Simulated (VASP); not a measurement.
## A VASP study of LiLaTeS (LDA): structure first, properties next

What structure does LiLaTeS take at this level, and what are its properties? The steps: rough relaxation of the start cell, full relaxation (LDA), single point with fields (LDA), bands along the symmetry lines (LDA), density of states (LDA), volume scan with LDA, fit for LDA and self-consistent run (LDA) with a changed input. The cell is invented: it takes the structure of a Materials Project entry for LiPrS2 (space group 123 there), with some of its atoms replaced by other elements, volume scaled by an estimate. It may not be a known or stable phase.

Program: VASP 6.6.1. Level of theory: LDA; plane waves and PAW (La, Te, S, Li_sv). Results are calculated unless marked as measured.

This is a report of a sequence of runs, with most program output left out.

## (1) Starting point

Before any relaxation, the start is as follows. It takes space group P4/mmm (No. 123, tetragonal). The conventional cell has a = 4.262 Å, b = 4.262 Å, c = 5.794 Å, α = 90.00°, β = 90.00°, γ = 90.00°. Nearest to La lie 2 Te at 2.90 Å and 4 S at 3.01 Å. Nearest to Te lie 2 La at 2.90 Å and 4 Li at 3.01 Å. Nearest to S lie 2 Li at 2.90 Å and 4 La at 3.01 Å. Li has 2 S at 2.90 Å and 4 Te at 3.01 Å nearest. It derives from LiPrS2. It takes the structure of a Materials Project entry for LiPrS2 (space group 123 there), with some of its atoms replaced by other elements, volume scaled by an estimate. Farther neighbours and most contacts between anions are not listed.

As a file:

```cif
data_structure
_symmetry_space_group_name_H-M 'P4/mmm'
_symmetry_Int_Tables_number 123
_cell_length_a 4.2615
_cell_length_b 4.2615
_cell_length_c 5.7935
_cell_angle_alpha 90.000
_cell_angle_beta 90.000
_cell_angle_gamma 90.000
_cell_volume 105.21
loop_
_atom_site_label
_atom_site_type_symbol
_atom_site_symmetry_multiplicity
_atom_site_Wyckoff_symbol
_atom_site_fract_x
_atom_site_fract_y
_atom_site_fract_z
_atom_site_occupancy
La1 La 1 d 0.50000 0.50000 0.50000 1
Te1 Te 1 c 0.50000 0.50000 0.00000 1
S1 S 1 b 0.00000 0.00000 0.50000 1
Li1 Li 1 a 0.00000 0.00000 0.00000 1
```

## (2) Rough relaxation of the start cell

The start is only an estimate, so a cheap relaxation brings it near a minimum before any careful run. LDA, the lowest rung, knows the local density alone.

File INCAR:

```
SYSTEM = LiLaTeS
PREC = Normal
ENCUT = 650
EDIFF = 1E-05
NELM = 60
ISMEAR = -1
SIGMA = 0.05
LREAL = .FALSE.
ALGO = Fast
GGA = CA
NBANDS = 19
LORBIT = 11
LWAVE = .FALSE.
LCHARG = .FALSE.
KPAR = 2
IBRION = 2
NSW = 40
ISIF = 3
EDIFFG = -0.04
```

File POSCAR:

```
LiLaTeS
1.0
    4.2615140000      0.0000000000      0.0000000000
    0.0000000000      4.2615140000      0.0000000000
    0.0000000000      0.0000000000      5.7935460000
La Te S Li
1 1 1 1
Direct
    0.5000000000      0.5000000000      0.5000000000
    0.5000000000      0.5000000000      0.0000000000
    0.0000000000      0.0000000000      0.5000000000
    0.0000000000      0.0000000000      0.0000000000
```

File KPOINTS:

```
Automatic mesh
0
Gamma
4 4 3
0 0 0
```

PAW data sets: La, Te, S and Li_sv (LDA family, release 64).

The run is started by

```console
$ mpirun -np 2 vasp_std
```

Run time: 77 s. Hardware: 2 MPI ranks of Intel Xeon 6975P-C (Granite Rapids), shared host; peak memory 0.38 GiB.

The k-mesh is coarse for a metal. In some ionic steps the electronic loop met its limit (NELM), so the energies of those steps, and differences from them, are uncertain. This relaxation is a rough one on cheap settings, only to bring the start near its minimum. The run keeps the 16 symmetry operations of its start, so it cannot find a distortion of lower symmetry.

The steps of the relaxation:

| step | energy less that of the first step (eV) | largest force (eV/Å) | pressure (GPa) | volume (Å³) |
| --- | --- | --- | --- | --- |
| 1 | 0.0000 | 0.0000 | 0.75 | 105.21 |
| 2 | 0.4376 | 0.0000 | -0.15 | 106.61 |
| 3 | -0.3722 | 0.0000 | -2.02 | 106.71 |
| 4 | -0.4353 | 0.0000 | -2.21 | 106.67 |
| 5 | -0.4360 | 0.0000 | -2.16 | 106.64 |
| 6 | -0.4543 | 0.0000 | 0.81 | 101.36 |
| 7 | -0.4614 | 0.0000 | 0.11 | 103.11 |
| 8 | -0.4608 | 0.0000 | -0.46 | 103.62 |
| 9 | -0.4611 | 0.0000 | -0.46 | 103.42 |
| 10 | -0.4613 | 0.0000 | -0.37 | 103.27 |
| 11 | -0.4613 | 0.0000 | -0.32 | 103.19 |
| 12 | -0.4645 | 0.0000 | -0.13 | 102.68 |

| conventional cell, symmetrised | before | after | change |
| --- | --- | --- | --- |
| a (Å) | 4.262 | 4.060 | -4.7 % |
| b (Å) | 4.262 | 4.060 | -4.7 % |
| c (Å) | 5.794 | 6.230 | +7.5 % |
| volume (Å³/atom) | 26.30 | 25.67 | -2.4 % |

The relaxed structure:

```xyz
4
Lattice="4.0596 0.0000 0.0000 0.0000 4.0596 0.0000 0.0000 0.0000 6.2304" Properties=species:S:1:pos:R:3 pbc="T T T"
La    2.0298    2.0298    3.1152
Te    2.0298    2.0298    0.0000
S     0.0000    0.0000    3.1152
Li    0.0000    0.0000    0.0000
```

This step gave:

- electrons: 26
- bands: 19
- irreducible k-points: 12
- symmetry operations: 16
- free energy (TOTEN): -22.31 eV
- energy at zero smearing: -22.30 eV
- Fermi energy: 5.520 eV
- pressure: -0.1294 GPa
- metallic, judged on the points sampled: yes
- SCF cycles over all ionic steps: 246

It ends with forces that vanish by symmetry and a pressure of -0.13 GPa.

## (3) Full relaxation (LDA)

Properties are meant for the cell that this level of theory prefers, so cell and atoms are relaxed first (ISIF = 3) until forces and stress are small; EDIFFG sets the threshold.

File INCAR:

```
SYSTEM = LiLaTeS
PREC = Accurate
ENCUT = 650
EDIFF = 1E-06
NELM = 100
ISMEAR = -1
SIGMA = 0.05
LREAL = .FALSE.
ALGO = Normal
GGA = CA
NBANDS = 19
LORBIT = 11
LWAVE = .FALSE.
LCHARG = .FALSE.
KPAR = 2
IBRION = 2
NSW = 60
ISIF = 3
EDIFFG = -0.01
```

File POSCAR:

```
LiLaTeS
1.0
    4.0596054362      0.0000000000      0.0000000000
    0.0000000000      4.0596054362      0.0000000000
    0.0000000000      0.0000000000      6.2303984974
La Te S Li
1 1 1 1
Direct
    0.5000000000      0.5000000000      0.5000000000
    0.5000000000      0.5000000000      0.0000000000
    0.0000000000      0.0000000000      0.5000000000
    0.0000000000      0.0000000000      0.0000000000
```

File KPOINTS:

```
Automatic mesh
0
Gamma
6 6 4
0 0 0
```

The run is started by

```console
$ mpirun -np 2 vasp_std
```

Elapsed: 44 s, on 2 MPI ranks; peak memory 0.57 GiB.

Relaxation path:

| step | energy less that of the first step (eV) | largest force (eV/Å) | pressure (GPa) | volume (Å³) |
| --- | --- | --- | --- | --- |
| 1 | 0.0000 | 0.0000 | 0.01 | 102.68 |
| 2 | -0.0020 | 0.0000 | -0.02 | 102.71 |
| 3 | -0.0020 | 0.0000 | -0.02 | 102.72 |

| conventional cell, symmetrised | before | after | change |
| --- | --- | --- | --- |
| a (Å) | 4.060 | 4.073 | +0.3 % |
| b (Å) | 4.060 | 4.073 | +0.3 % |
| c (Å) | 6.230 | 6.191 | -0.6 % |
| volume (Å³/atom) | 25.67 | 25.68 | +0.0 % |

Final coordinates:

```xyz
4
Lattice="4.0732 0.0000 0.0000 0.0000 4.0732 0.0000 0.0000 0.0000 6.1914" Properties=species:S:1:pos:R:3 pbc="T T T"
La    2.0366    2.0366    3.0957
Te    2.0366    2.0366    0.0000
S     0.0000    0.0000    3.0957
Li    0.0000    0.0000    0.0000
```

This step gave:

| Property | Result |
| --- | --- |
| irreducible k-points | 30 |
| energy at zero smearing | -22.31 eV |
| Fermi energy | 5.560 eV |
| pressure | -0.02281 GPa |
| SCF cycles over all ionic steps | 27 |

It ends with forces that vanish by symmetry and a pressure of -0.02 GPa.

## (4) Single point with fields (LDA)

A single point on the relaxed cell gives a clean self-consistent state, with density, ELF and potential written out.

Changes to INCAR since step 3:

```diff
@@ -13,7 +13,5 @@
 LWAVE = .FALSE.
-LCHARG = .FALSE.
-KPAR = 2
-IBRION = 2
-NSW = 60
-ISIF = 3
-EDIFFG = -0.01
+LCHARG = .TRUE.
+ISIF = 2
+LELF = .TRUE.
+LVHAR = .TRUE.
```

File POSCAR:

```
LiLaTeS
1.0
    4.0731562989      0.0000000000      0.0000000000
    0.0000000000      4.0731562989      0.0000000000
    0.0000000000      0.0000000000      6.1913601071
La Te S Li
1 1 1 1
Direct
    0.5000000000      0.5000000000      0.5000000000
    0.5000000000      0.5000000000      0.0000000000
    0.0000000000      0.0000000000      0.5000000000
    0.0000000000      0.0000000000      0.0000000000
```

KPOINTS is that of step 3.

The run is started by

```console
$ mpirun -np 2 vasp_std
```

The job ended after 21 s (2 MPI ranks; peak memory 0.45 GiB; 41 s of CPU time).

Numbers from this step:

```yaml
scf_cycles: 13
bands: 20
pressure: -0.02200 GPa
```

Valence electrons inside each PAW sphere by angular momentum. Sphere charges, by row:

| atom | s (e) | p (e) | d (e) | f (e) | tot (e) |
| --- | --- | --- | --- | --- | --- |
| La1 | 2.036 | 5.66 | 0.647 | 0.198 | 8.54 |
| Te2 | 1.357 | 2.152 | 0.01 | 0 | 3.519 |
| S3 | 1.328 | 2.427 | 0 | 0 | 3.755 |
| Li4 | 2.009 | 0.05 | 0 | 0 | 2.059 |

ELF in the ac plane at fractional y = 0.000, with atoms of S and Li within 0.2 Å of it. It is the smooth field of the valence electrons, not physical close to the nuclei.

Ten even steps from '0' (0.12 × 1e-1) to '9' (9.75 × 1e-1), each cell a mean:
```
97000111110028
41000111110002
00000000000000
00000000000000
32110000000123
66431000001356
88763100014678
88875200136888
78886410147887
36887410258875
35887410258874
67887410258887
88886300147888
88764100025788
77542000012467
43210000000134
11000000000001
00000000000000
10000000000000
96000111110017
99100111110039
```
Columns run along a (4.1 Å), rows up along c (6.2 Å). Atoms in or near the plane, at fractional coordinates: S at (0.00, 0.50), Li at (0.00, 0.00).

Electrostatic potential energy in the ac plane at fractional y = 0.000, with atoms of S and Li within 0.2 Å of it. With pseudopotentials it is smooth inside the atoms' cores, unlike the true potential.

Ten even steps from '_' (-72 eV) to '@' (4 eV), each cell a mean:
```
::++%%@@@@@@@@@@@@@@@@@@##==
##%%@@@@@@@@@@@@@@@@@@@@%%##
@@@@@@@@@@@@@@@@@@@@@@@@@@@@
@@@@@@@@@@@@@@@@@@@@@@@@@@@@
@@@@@@@@@@@@@@@@@@@@@@@@@@@@
@@@@@@@@@@@@@@@@@@@@@@@@@@@@
@@@@@@@@@@@@@@@@@@@@@@@@@@@@
**##@@@@@@@@@@@@@@@@@@@@%%##
__::**%%@@@@@@@@@@@@@@%%++..
____==%%@@@@@@@@@@@@@@##..__
____--%%@@@@@@@@@@@@@@##..__
__..++%%@@@@@@@@@@@@@@%%--__
==++%%@@@@@@@@@@@@@@@@@@##++
%%@@@@@@@@@@@@@@@@@@@@@@@@@@
@@@@@@@@@@@@@@@@@@@@@@@@@@@@
@@@@@@@@@@@@@@@@@@@@@@@@@@@@
@@@@@@@@@@@@@@@@@@@@@@@@@@@@
@@@@@@@@@@@@@@@@@@@@@@@@@@@@
%%%%@@@@@@@@@@@@@@@@@@@@@@%%
==**%%@@@@@@@@@@@@@@@@@@%%++
__==%%@@@@@@@@@@@@@@@@@@##::
```
Columns run along a (4.1 Å; values clipped at the 3rd and 97th percentile), rows up along c (6.2 Å). Atoms in or near the plane, at fractional coordinates: S at (0.00, 0.50), Li at (0.00, 0.00).

Valence density in the ac plane at fractional y = 0.000, with atoms of S and Li within 0.2 Å of it. It is the smooth field of the valence electrons, not physical close to the nuclei.

Ten steps, logarithmic in the rise over the least value, from '0' (0.03 × 1e0 e/Å³) to '9' (8.53 × 1e0 e/Å³), each cell a mean:
```
87200000000047
53000000000014
00000000000000
00000000000000
00000000000000
11100000000111
33211000001233
54431100012344
55542100113455
35542100123454
14543110123554
55542100113455
55432100012345
43321000001233
22110000000122
11000000000001
00000000000000
00000000000000
21000000000002
86100000000037
98200000000058
```
Columns run along a (4.1 Å), rows up along c (6.2 Å). Atoms in or near the plane, at fractional coordinates: S at (0.00, 0.50), Li at (0.00, 0.00).

In this run the pressure is -0.02 GPa, small enough to go on; single stress components reach 0.04 GPa.

## (5) Bands along the symmetry lines (LDA)

The mesh alone shows little of the dispersion and can miss band extrema, so KPOINTS_OPT adds a path through the symmetry points after the self-consistent cycle.

File INCAR:

```
SYSTEM = LiLaTeS
PREC = Accurate
ENCUT = 650
EDIFF = 1E-06
NELM = 100
ISMEAR = -1
SIGMA = 0.05
LREAL = .FALSE.
ALGO = Normal
GGA = CA
NBANDS = 27
LORBIT = 11
LWAVE = .FALSE.
LCHARG = .FALSE.
KPAR = 2
```

POSCAR is that of step 4.

KPOINTS is that of step 4.

File KPOINTS_OPT:

```
Line mode
16
Line-mode
Reciprocal
  0.00000000   0.00000000   0.00000000 GAMMA
  0.00000000   0.50000000   0.00000000 X

  0.00000000   0.50000000   0.00000000 X
  0.50000000   0.50000000   0.00000000 M

  0.50000000   0.50000000   0.00000000 M
  0.00000000   0.00000000   0.00000000 GAMMA

  0.00000000   0.00000000   0.00000000 GAMMA
  0.00000000   0.00000000   0.50000000 Z

  0.00000000   0.00000000   0.50000000 Z
  0.00000000   0.50000000   0.50000000 R

  0.00000000   0.50000000   0.50000000 R
  0.50000000   0.50000000   0.50000000 A

  0.50000000   0.50000000   0.50000000 A
  0.00000000   0.00000000   0.50000000 Z

  0.00000000   0.50000000   0.00000000 X
  0.00000000   0.50000000   0.50000000 R

  0.50000000   0.50000000   0.00000000 M
  0.50000000   0.50000000   0.50000000 A
```

The run is started by

```console
$ mpirun -np 2 vasp_std
```

Run time: 1.8 min. Hardware: 2 MPI ranks; peak memory 0.75 GiB.

Spin-orbit coupling is off here; it can split and shift levels that hold much weight on La and Te by tenths of an eV or more.

Numbers from this step:

```
bands    : 27
pressure : -0.01972 GPa
```

Electronic bands along the path, in eV, zero at the Fermi level; # counts the bands kept in this run:

| point | #3 | #4 | #5 | #6 | #7 | #8 | #9 | #10 |
| --- | --- | --- | --- | --- | --- | --- | --- | --- |
| Γ | -2.24 | -0.84 | -0.50 | -0.48 | -0.48 | 1.96 | 2.17 | 2.32 |
| 0.47 of the way | -3.03 | -1.86 | -0.95 | -0.24 | 0.62 | 1.80 | 2.08 | 2.17 |
| X | -3.33 | -3.02 | -1.08 | 0.13 | 1.77 | 1.88 | 2.03 | 2.14 |
| 0.47 of the way | -3.05 | -2.68 | -1.37 | -0.92 | 1.32 | 1.46 | 1.88 | 2.04 |
| M | -2.58 | -2.02 | -2.02 | -0.61 | 0.45 | 0.45 | 2.02 | 2.02 |
| 0.53 of the way | -2.69 | -1.63 | -1.57 | -0.89 | 1.22 | 1.30 | 2.01 | 2.08 |
| Γ | -2.24 | -0.84 | -0.50 | -0.48 | -0.48 | 1.96 | 2.17 | 2.32 |
| 0.47 of the way | -2.23 | -1.82 | -0.65 | -0.65 | -0.49 | 1.94 | 2.17 | 2.18 |
| Z | -2.21 | -2.21 | -0.84 | -0.84 | -0.47 | 1.92 | 2.15 | 2.15 |
| 0.47 of the way | -3.01 | -2.95 | -1.22 | -0.57 | 0.60 | 1.91 | 2.00 | 2.10 |
| R | -3.73 | -2.70 | -1.44 | -0.16 | 1.68 | 1.78 | 1.78 | 2.01 |
| 0.47 of the way | -3.12 | -2.55 | -1.83 | -1.75 | 1.83 | 1.88 | 2.01 | 2.01 |
| A | -2.61 | -2.38 | -2.38 | -2.38 | 2.00 | 2.00 | 2.02 | 2.02 |
| 0.47 of the way | -2.73 | -2.54 | -2.34 | -1.06 | 1.51 | 1.95 | 2.00 | 2.04 |
| Z | -2.21 | -2.21 | -0.84 | -0.84 | -0.47 | 1.92 | 2.15 | 2.15 |
| jump to X | -3.33 | -3.02 | -1.08 | 0.13 | 1.77 | 1.88 | 2.03 | 2.14 |
| 0.47 of the way | -3.73 | -2.16 | -1.92 | -0.01 | 1.76 | 1.83 | 2.02 | 2.02 |
| R | -3.73 | -2.70 | -1.44 | -0.16 | 1.68 | 1.78 | 1.78 | 2.01 |
| jump to M | -2.58 | -2.02 | -2.02 | -0.61 | 0.45 | 0.45 | 2.02 | 2.02 |
| 0.47 of the way | -2.59 | -2.21 | -2.21 | -1.51 | 1.03 | 1.03 | 2.02 | 2.02 |
| A | -2.61 | -2.38 | -2.38 | -2.38 | 2.00 | 2.00 | 2.02 | 2.02 |

Of the projections kept (La, Te, S, Li), the largest for each band there, as a share of the weight inside these atoms' spheres; weight between the spheres isn't counted:

| point | #3 | #4 | #5 | #6 | #7 | #8 | #9 | #10 |
| --- | --- | --- | --- | --- | --- | --- | --- | --- |
| Γ | S 0.78 | Te 0.56 | La 1.00 | Te 0.85 | Te 0.85 | La 1.00 | La 1.00 | La 0.98 |
| X | S 0.81 | Te 0.88 | Te 0.80 | Te 0.89 | La 1.00 | La 1.00 | La 1.00 | La 1.00 |
| M | S 0.92 | S 0.61 | S 0.61 | Te 0.77 | La 0.95 | La 0.95 | La 1.00 | La 1.00 |
| Γ | S 0.79 | Te 0.56 | La 1.00 | Te 0.85 | Te 0.85 | La 1.00 | La 1.00 | La 0.98 |
| Z | S 0.80 | S 0.80 | Te 0.83 | Te 0.83 | La 1.00 | La 1.00 | La 1.00 | La 1.00 |
| R | S 0.72 | Te 0.65 | S 0.56 | Te 0.86 | La 0.97 | La 0.98 | La 1.00 | La 1.00 |

There is no gap at this level.

## (6) Density of states (LDA)

A density of states needs more k-points than a total energy, and tetrahedra (ISMEAR = -5) or a smearing that fits the mesh; LORBIT projects the states on the PAW spheres. The mesh is finer than in the run before.

Changes to INCAR since step 5:

```diff
@@ -5,3 +5,3 @@
 NELM = 100
-ISMEAR = -1
+ISMEAR = -5
 SIGMA = 0.05
@@ -15 +15,2 @@
 KPAR = 2
+NEDOS = 2001
```

POSCAR is that of step 5.

File KPOINTS:

```
Automatic mesh
0
Gamma
8 8 6
0 0 0
```

The run is started by

```console
$ mpirun -np 2 vasp_std
```

Run time: 60 s. Hardware: 2 MPI ranks; peak memory 0.82 GiB; 2 min of CPU time.

With tetrahedra the forces and stress of a metal are not exact derivatives of the energy.

This step gave:

```yaml
scf_cycles: 15
irreducible_k_points: 60
fermi_energy: 5.405 eV
pressure: 0.002773 GPa
dos_at_the_fermi_level_one_point_of_the_energy_grid: 0.7508 states/eV/cell
```

The density of states has structure finer than the step of the table below, so its rows give means over 1 eV, whole bins alone (the curve runs from -12.0 to 2.5 eV). Peaks (eV: height): total -11.8: 4.20, -3.1: 5.63, 2.4: 29; La f 2.4: 26.2; S p -3.7: 1.19, -3.1: 1.65, -2.7: 1.35; Te p -3.1: 0.368, -2.2: 1.04, -1.4: 0.953, -0.5: 1.13; La d -3.3: 0.311, 1.8: 0.569, 2.2: 0.596, 2.4: 0.742.

States under -12.0 eV and over 2.5 eV are left out. Density of states against energy, zero at the Fermi level; means over each step; 7 of 8 lines; values in states/eV/cell:

| energy (eV) | total | La f | S p | Te p | La d | La p | Te s |
| --- | --- | --- | --- | --- | --- | --- | --- |
| -11 | 0.243 | 9.1e-4 | 1.9e-4 | 0 | 8.2e-4 | 0.0349 | 1.4e-4 |
| -10 | 1.84 | 0.00164 | 1.8e-4 | 0.00164 | 0.0115 | 0.0443 | 1.20 |
| -9 | 0.151 | 2.7e-4 | 0 | 1.2e-4 | 3.6e-4 | 0.00569 | 0.103 |
| -8 | 0 | 0 | 0 | 0 | 0 | 0 | 0 |
| -7 | 0 | 0 | 0 | 0 | 0 | 0 | 0 |
| -6 | 0 | 0 | 0 | 0 | 0 | 0 | 0 |
| -5 | 0 | 0 | 0 | 0 | 0 | 0 | 0 |
| -4 | 1.67 | 0.00905 | 0.515 | 0.0644 | 0.116 | 0.0167 | 0.00333 |
| -3 | 4.15 | 0.0459 | 1.24 | 0.284 | 0.244 | 0.103 | 0.00818 |
| -2 | 3.03 | 0.0592 | 0.459 | 0.704 | 0.141 | 0.0473 | 0.0111 |
| -1 | 2.42 | 0.0637 | 0.160 | 0.837 | 0.0684 | 0.0345 | 0.00997 |
| 0 | 0.916 | 0.0361 | 0.0167 | 0.290 | 0.0974 | 0.00166 | 0.00242 |
| 1 | 0.996 | 0.253 | 0.0185 | 0.00673 | 0.253 | 0.00165 | 0 |
| 2 | 12.7 | 10.7 | 0.0493 | 0.0627 | 0.465 | 0.00994 | 0.00286 |

The finer mesh and the other smearing move the Fermi level by -0.15 eV from the 6×6×4 run, one measure of the sampling error in the zero of the bands above. Of the states within 0.3 eV of the Fermi level, the largest shares in the PAW spheres are Te p 28 % and La d 14 %. The rest lies in smaller channels or between the spheres.

## (7) Volume scan with LDA, volume scale 0.94

An equation of state needs energies on both sides of the minimum, all on one mesh and cutoff.

File INCAR:

```
SYSTEM = LiLaTeS
PREC = Accurate
ENCUT = 650
EDIFF = 1E-06
NELM = 100
ISMEAR = -1
SIGMA = 0.05
LREAL = .FALSE.
ALGO = Normal
GGA = CA
NBANDS = 19
LORBIT = 11
LWAVE = .FALSE.
LCHARG = .FALSE.
KPAR = 2
ISIF = 2
```

File POSCAR:

```
LiLaTeS
1.0
    3.9900073290      0.0000000000      0.0000000000
    0.0000000000      3.9900073290      0.0000000000
    0.0000000000      0.0000000000      6.0649703550
La Te S Li
1 1 1 1
Direct
    0.5000000000      0.5000000000      0.5000000000
    0.5000000000      0.5000000000      0.0000000000
    0.0000000000      0.0000000000      0.5000000000
    0.0000000000      0.0000000000      0.0000000000
```

File KPOINTS:

```
Automatic mesh
0
Gamma
6 6 4
0 0 0
```

The run is started by

```console
$ mpirun -np 2 vasp_std
```

Wall time 27 s (2 MPI ranks); peak memory 0.53 GiB; 52 s of CPU time.

The scan keeps the cell's shape and the fractional positions fixed.

This step gave:

| Property | Result |
| --- | --- |
| SCF cycles | 13 |
| bands | 19 |
| irreducible k-points | 30 |
| free energy (TOTEN) | -22.24 eV |
| energy at zero smearing | -22.23 eV |
| Fermi energy | 6.141 eV |
| pressure | 4.157 GPa |

The pressure here is 4.16 GPa.

## (8) Volume scan with LDA, volume scale 0.96

INCAR is that of step 7.

File POSCAR:

```
LiLaTeS
1.0
    4.0181068980      0.0000000000      0.0000000000
    0.0000000000      4.0181068980      0.0000000000
    0.0000000000      0.0000000000      6.1076828211
La Te S Li
1 1 1 1
Direct
    0.5000000000      0.5000000000      0.5000000000
    0.5000000000      0.5000000000      0.0000000000
    0.0000000000      0.0000000000      0.5000000000
    0.0000000000      0.0000000000      0.0000000000
```

KPOINTS is that of step 7.

The run is started by

```console
$ mpirun -np 2 vasp_std
```

Wall time 28 s (2 MPI ranks); peak memory 0.55 GiB.

Numbers from this step:

```yaml
free_energy_toten: -22.28 eV
energy_at_zero_smearing: -22.28 eV
fermi_energy: 5.941 eV
pressure: 2.617 GPa
```

The pressure falls from 4.16 to 2.62 GPa.

The run ends at a pressure of 2.62 GPa.

## (9) Volume scan with LDA, volume scale 0.98

INCAR is that of step 8.

File POSCAR:

```
LiLaTeS
1.0
    4.0458188558      0.0000000000      0.0000000000
    0.0000000000      4.0458188558      0.0000000000
    0.0000000000      0.0000000000      6.1498061027
La Te S Li
1 1 1 1
Direct
    0.5000000000      0.5000000000      0.5000000000
    0.5000000000      0.5000000000      0.0000000000
    0.0000000000      0.0000000000      0.5000000000
    0.0000000000      0.0000000000      0.0000000000
```

KPOINTS is that of step 8.

The run is started by

```console
$ mpirun -np 2 vasp_std
```

Wall time 29 s (2 MPI ranks); peak memory 0.56 GiB.

The pressure falls from 2.62 to 1.24 GPa.

The run ends at a pressure of 1.24 GPa.

[end of part 1 of 2]

[Lines on the potential files, build, host, timing and source positions are cut from VASP's logs without a mark.]

[Logs are printed without paths, hosts, clocks, repeated set-up lines and the standing remarks that a program may print on its own settings, such as how far it seeks lower states.]

[Hosts, paths, dates, database ids (printed as entryN), source tags and the programs' standing remarks are cut or masked in the printed files.]

[A measured line is paired with the nearest computed mode of its activity, which favours agreement.]

[In band tables of VASP the shares of atoms and orbitals are scaled to a sum of 1 inside the atoms' spheres.]
